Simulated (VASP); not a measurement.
Wanted: the native input for a VASP 6.6.1 run.

| Item | Value |
| --- | --- |
| Task | relaxation of cell and atoms |
| Functional | PBE |
| Potentials or basis | VASP PAW PBE potentials, release 64 (Be, Zn, Te) |
| Cutoff | 520 eV |
| k mesh | 4 × 4 × 2 |
| Occupations | gaussian, width 0.15 eV |
| Spin | no spin polarisation |
| Further INCAR settings | PREC = Normal; ALGO = Fast; EDIFF = 0.0001; IBRION = 2; EDIFFG = -0.08; NSW = 24; ISIF = 3 |

The structure of BeZn2Te3 lies in POSCAR:

```
BeZn2Te3
1.0
    4.3640399000      0.0000000000      0.0000000000
   -2.1820199500      3.7793694100      0.0000000000
    0.0000000000      0.0000000000     10.6056321700
Be Zn Te
1 2 3
Direct
    0.3333333300      0.6666666700      0.6641085700
    0.0000000000      0.0000000000      0.9968616400
    0.6666666700      0.3333333300      0.3376419500
    0.0000000000      0.0000000000      0.2503703200
    0.6666666700      0.3333333300      0.5920876900
    0.3333333300      0.6666666700      0.9089298200
```

The cell was built by a generator and needn't be a form met in nature.

One way to write it, as run:

INCAR

```
SYSTEM = BeZn2Te3
PREC = Normal
ENCUT = 520
EDIFF = 1E-4
ISMEAR = 0
SIGMA = 0.15
LREAL = .False.
LASPH = .True.
NELM = 60
ALGO = Fast
ISIF = 3
LWAVE = .False.
LCHARG = .False.
GGA = PE
IBRION = 2
NSW = 24
EDIFFG = -0.08
```

KPOINTS

```
Automatic mesh
0
Gamma
  4 4 2
  0 0 0
```

Potentials or basis: VASP PAW PBE potentials, release 64 (Be, Zn, Te).

Launch:

```console
$ cat potpaw_PBE.64/Be/POTCAR potpaw_PBE.64/Zn/POTCAR potpaw_PBE.64/Te/POTCAR > POTCAR
$ mpirun -np 1 vasp_std > vasp.out
```

Results of the run:

The relaxed volume is 27.11 Å³/atom, the relaxed cell is a = 4.254 Å, b = 4.254 Å, c = 10.381 Å, α = 90.00°, β = 90.00°, γ = 120.00° and the space group after relaxing (to 0.05 Å) is P3m1 (No. 156). The energy gained by relaxing is 20.5 meV/atom. The ionic steps are 9, the pressure after relaxing is 0.2 GPa and the largest force after relaxing is 0.073 eV/Å. The band gap on the k mesh is 1.63 eV, direct.

Caveat: spin-orbit coupling is left out, which moves the levels of the heavy elements.

Wall time 86 s on 1 thread of Intel(R) Xeon(R) Platinum 8488C (Sapphire Rapids), on a shared host, peak memory 0.21 GiB.
